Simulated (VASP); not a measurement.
# HPbNO4 (P1) in VASP: notebook, part 2 of 2

VASP 6.6.1.

## (4) Electric field gradients, PBE

INCAR

```
SYSTEM = HPbNO4
PREC     = Accurate       ! precision mode
ENCUT    = 520            ! plane-wave cutoff, eV
EDIFF    = 1E-8           ! SCF threshold, eV
ISMEAR   = -1             ! smearing method
SIGMA    = 0.05           ! smearing width, eV
LREAL    = .False.        ! projectors in reciprocal space
LASPH    = .True.         ! aspherical terms in the spheres
NELM     = 100            ! most SCF steps
ALGO     = Normal         ! electronic algorithm
ISIF     = 2              ! what is computed and relaxed
LWAVE    = .False.        ! write WAVECAR
LCHARG   = .False.        ! write CHGCAR
GGA      = PE             ! functional
LEFG     = .True.       
KPAR     = 4
```

KPOINTS

```
Automatic mesh
0
Gamma
  7 6 5
  0 0 0
```

POSCAR

```
HPbNO4
1.0
    3.8570700000      0.0017800000     -0.0365800000
    0.1735300000      4.3343600000     -0.0164700000
    0.7580300000      0.8387300000      5.8766200000
H Pb N O
1 1 1 4
Direct
    0.6151100000      0.8955900000      0.1984400000
    0.6459700000      0.4465100000      0.9168500000
    0.7147400000      0.2381000000      0.5005800000
    0.1695800000      0.4700700000      0.7776800000
    0.6291900000      0.9704500000      0.4984500000
    0.5642400000      0.9258300000      0.0384900000
    0.7802200000      0.4225000000      0.3195100000
```

Potentials or basis: VASP PAW PBE potentials, release 64 (H, Pb_d, N, O).

Run with:

```
cat potpaw_PBE.64/H/POTCAR potpaw_PBE.64/Pb_d/POTCAR potpaw_PBE.64/N/POTCAR potpaw_PBE.64/O/POTCAR > POTCAR
mpirun -np 4 vasp_std > vasp.out
```

OUTCAR:

```text
SYSTEM = HPbNO4
   PREC = Accurate
   ENCUT = 520
   EDIFF = 1E-8
   ISMEAR = -1
   LREAL = .False.
   LASPH = .True.
   NELM = 100
   ISIF = 2
   GGA = PE

 ion  position               nearest neighbor table
   1  0.615  0.896  0.198-   6 0.99
   2  0.646  0.447  0.917-   4 2.09   4 2.10   6 2.30   6 2.30   7 2.51   3 2.75
   3  0.715  0.238  0.501-   5 1.22   7 1.26   2 2.75
   4  0.170  0.470  0.778-   2 2.09   2 2.10
   5  0.629  0.970  0.498-   3 1.22
   6  0.564  0.926  0.038-   1 0.99   2 2.30   2 2.30
   7  0.780  0.422  0.320-   3 1.26   2 2.51

  LATTYP: Found a triclinic cell.
 ALAT       =     9.0022731292
 B/A-ratio  =     1.1034313029
 C/A-ratio  =     0.8320978899
 COS(alpha) =     0.0134657135
 COS(beta)  =     0.5861289562
 COS(gamma) =     0.8046043717

  Lattice vectors:

 A1 = (  -7.8876700000,  -4.3379200000,   0.0896300000)
 A2 = (  -7.1296400000,  -3.4991900000,   5.9662500000)
 A3 = (  -4.6151000000,  -0.8405100000,  -5.8400400000)

Analysis of symmetry for initial positions (statically):
[... 917 lines left out ...]
 -----------------------------------------------------------------------------------
    total drift:                                0.000724      0.001310     -0.002066

  FREE ENERGIE OF THE ION-ELECTRON SYSTEM (eV)
  ---------------------------------------------------
  free  energy   TOTEN  =       -38.6502714037 eV

  energy  without entropy=      -38.6493372510  energy(sigma->0) =      -38.64980433

 Electric field gradients (V/A^2)
---------------------------------------------------------------------
 ion       V_xx      V_yy      V_zz      V_xy      V_xz      V_yz
---------------------------------------------------------------------
   1     -13.825   -14.991    28.815     0.340    16.388    -0.033
   2    -420.692    78.474   342.218    -8.004    12.716    -9.758
   3      48.363     1.978   -50.341   -22.652   -26.417   -54.317
   4     150.216  -155.207     4.990     0.821     0.294    20.699
   5      45.924   129.103  -175.027    28.306    -5.651    12.760
   6    -123.099    64.005    59.095     7.020    44.179    -2.723
   7     -17.865   -87.974   105.839   -25.467   -21.576  -119.362
---------------------------------------------------------------------

 Electric field gradients after diagonalization (V/A^2)
 (convention: |V_zz| > |V_xx| > |V_yy|)
----------------------------------------------------------------------
 ion       V_xx      V_yy      V_zz     asymmetry (V_yy - V_xx)/ V_zz
----------------------------------------------------------------------
   1     -19.420   -14.966    34.386       0.130
   2     342.800    78.227  -421.027       0.628
   3      57.891    34.979   -92.870       0.247
   4     150.220     7.620  -157.840       0.903
   5     138.177    37.598  -175.775       0.572
   6      69.468    64.060  -133.528       0.041
   7    -152.559   -10.531   163.090       0.871
----------------------------------------------------------------------

           NMR quadrupolar parameters

 Cq : quadrupolar parameter    Cq=e*Q*V_zz/h
 eta: asymmetry parameters     (V_yy - V_xx)/ V_zz
 Q  : nuclear electric quadrupole moment in mb (millibarn)
----------------------------------------------------------------------
 ion       Cq(MHz)       eta       Q (mb)
----------------------------------------------------------------------
   1       0.083       0.130       1.000
   2      -1.018       0.628       1.000
   3      -0.225       0.247       1.000
   4      -0.382       0.903       1.000
   5      -0.425       0.572       1.000
   6      -0.323       0.041       1.000
   7       0.394       0.871       1.000
----------------------------------------------------------------------
```

OSZICAR:

```text
N       E                     dE             d eps       ncg     rms          rms(c)
DAV:   1     0.504181843213E+03    0.50418E+03   -0.22940E+04  5512   0.178E+03
DAV:   2     0.112465511931E+02   -0.49294E+03   -0.48088E+03  6712   0.469E+02
DAV:   3    -0.411419424292E+02   -0.52388E+02   -0.51366E+02  7086   0.170E+02
[... 11 lines left out ...]
DAV:  15    -0.386502712288E+02   -0.21574E-05   -0.68841E-06  6688   0.190E-02    0.299E-03
DAV:  16    -0.386502712964E+02   -0.67632E-07   -0.94381E-07  6632   0.740E-03    0.148E-03
DAV:  17    -0.386502713744E+02   -0.78010E-07   -0.22059E-07  6500   0.343E-03    0.578E-04
DAV:  18    -0.386502713963E+02   -0.21871E-07   -0.44220E-08  5168   0.159E-03    0.199E-04
DAV:  19    -0.386502714037E+02   -0.74501E-08   -0.51701E-09  3288   0.616E-04
   1 F= -.38650271E+02 E0= -.38649804E+02  d E =-.934153E-03
```

Wall time 51 s (4 MPI ranks of Intel Xeon 6975P-C (Granite Rapids), shared host); peak memory 0.39 GiB.

Results:

```
Free energy            : -38.6503 eV
Pressure               : 0.6 GPa
Largest force          : 0.624 eV/Å
Band gap on the k mesh : 0.36 eV, indirect (least direct gap 0.59 eV)
```

Forces in eV/Å, atoms in the order of the input:
```
H    0.027 -0.008  0.097
Pb  -0.001  0.005 -0.003
N    0.133  0.352  0.304
O   -0.002 -0.001 -0.022
O   -0.190 -0.593  0.037
O   -0.022  0.003 -0.073
O    0.054  0.242 -0.339
```

Stress tensor (GPa, compression positive):
```
 0.12  0.42 -0.09
 0.42  1.22 -0.43
-0.09 -0.43  0.54
```

Levels at points of the mesh, in eV from the valence-band top:
| k point | band 19 | band 20 | band 21 | band 22 | band 23 | band 24 | band 25 | band 26 |
| --- | --- | --- | --- | --- | --- | --- | --- | --- |
| (0.00, 0.00, 0.00) | -1.59 | -1.13 | -0.96 | -0.64 | 1.19 | 2.90 | 5.22 | 7.06 |
| (0.00, 0.50, 0.00) | -1.33 | -1.17 | -0.87 | -0.45 | 1.54 | 2.94 | 5.69 | 6.16 |

Electric field gradients, principal values (V/Å²):
| atom | Vxx | Vyy | Vzz |
| --- | --- | --- | --- |
| 1 H | -14.966 | -19.420 | 34.386 |
| 2 Pb | 78.227 | 342.800 | -421.027 |
| 3 N | 34.979 | 57.891 | -92.870 |
| 4 O | 7.620 | 150.220 | -157.840 |
| 5 O | 37.598 | 138.177 | -175.775 |
| 6 O | 64.060 | 69.468 | -133.528 |
| 7 O | -10.531 | -152.559 | 163.090 |

Caveat: the standard files for N, O and F lose accuracy on very short bonds; spin-orbit coupling is left out, which as a rule narrows the gap of such compounds by several tenths of an eV; an odd mesh through Γ misses points on the zone boundary, where band edges often lie.

## (5) The runs side by side

```tsv
task	k mesh for the DOS	occupations for the DOS	gap on the mesh (eV)	pressure (GPa)	largest force (eV/Å)
density of states	11 × 9 × 8	tetrahedron	-	-	-
optical spectrum	-	-	0.36	0.6	0.62
electric field gradients	-	-	0.36	0.6	0.62
```

Alike in all rows: level PBE; potentials or basis VASP PAW PBE potentials, release 64 (H, Pb_d, N, O); no spin polarisation; cell as given; k mesh 7 × 6 × 5; cutoff (eV) 520; smearing fermi-dirac 0.05 eV.

Caveats: the standard files for N, O and F lose accuracy on very short bonds; spin-orbit coupling is left out, which as a rule narrows the gap of such compounds by several tenths of an eV (some runs); an odd mesh through Γ misses points on the zone boundary, where band edges often lie (some runs); spectra need much finer meshes, so this one isn't converged (some runs); independent-particle spectra lack excitons (some runs).

Total energies depend on the potentials used, so only differences within one code and one set of settings carry meaning.
